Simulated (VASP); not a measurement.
Data:

```yaml
crystal:
  lattice:
    - [3.32844, 0.00000, 0.00000]
    - [0.00000, 3.32844, 0.00000]
    - [0.00000, 0.00000, 24.43697]
  atoms:
    - { symbol: Cd, position: [0.00000, 0.50000, 0.35605] }
    - { symbol: Cd, position: [0.50000, 0.00000, 0.45156] }
    - { symbol: Cd, position: [0.00000, 0.50000, 0.54844] }
    - { symbol: Cd, position: [0.50000, 0.00000, 0.64395] }
    - { symbol: O, position: [0.00000, 0.50000, 0.45191] }
    - { symbol: O, position: [0.50000, 0.00000, 0.35528] }
    - { symbol: O, position: [0.00000, 0.50000, 0.64472] }
    - { symbol: O, position: [0.50000, 0.00000, 0.54809] }
```

Level of theory: PBEsol GGA, VASP's PBE PAW potentials (set 64) (plane waves; VASP). Numerical set-up: PREC = Normal, 450 eV cut-off, 6×6×1 Γ-centred mesh, Gaussian smearing of 0.050 eV, potentials Cd O.

Problem. Estimate the energy per atom (σ→0), band gap (on the k-mesh) with the smallest direct gap where there is one.

Solution. 
```json
{
  "band gap (on the k-mesh)": "none (metal, semimetal or under 0.01 eV)",
  "energy per atom (σ→0)": "-4.135 eV/atom"
}
```

The absolute energy has meaning only against runs of the same code, potentials and settings.

The cell is a thin slab with vacuum, built from CdO (rock salt): (100) face.
